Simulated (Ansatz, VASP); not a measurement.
One calculation of Li2Nb, two programs

```
Li Nb
1.0
     4.77365    0.00000    0.00000
    -2.38683    4.13410    0.00000
     0.00000    0.00000    5.07585
Li Nb
4 2
Direct
  0.33333 0.66667 0.00000
  0.33333 0.66667 0.50000
  0.66667 0.33333 0.00000
  0.66667 0.33333 0.50000
  0.00000 0.00000 0.72962
  0.00000 0.00000 0.27038
```

Change from the starting cell: the structure that the rattled cell fell into.

Alike in both runs: task single point; functional PBE; k mesh 6 × 6 × 4; occupations gaussian, width 0.1 eV; no spin polarisation.

|  | VASP | Ansatz |
| --- | --- | --- |
| version | VASP 6.6.1 | Ansatz 0.2.0 |
| potentials or method | VASP PAW PBE potentials, release 64 (Li_sv, Nb_sv) | scalar-relativistic, plane waves, PAW |
| plane-wave cutoff (eV) | 520 | 420 |
| valence electrons in the cell | 38 | 38 |

Ansatz gave:

| Item | Value |
| --- | --- |
| gap on the k mesh at the Fermi level (eV) | none |
| rms of the force components (eV/Å) | 0.007 |

Q: Which values does VASP return?

A: gap on the k mesh at the Fermi level (eV): none; rms of the force components (eV/Å): 0.017.

Atom by atom the forces differ by 0.010 eV/Å (rms over components). A gap of «none» marks a metal or a gap that the smearing closes. The functional is the same, so the differences come from potentials, cutoffs and numerics.
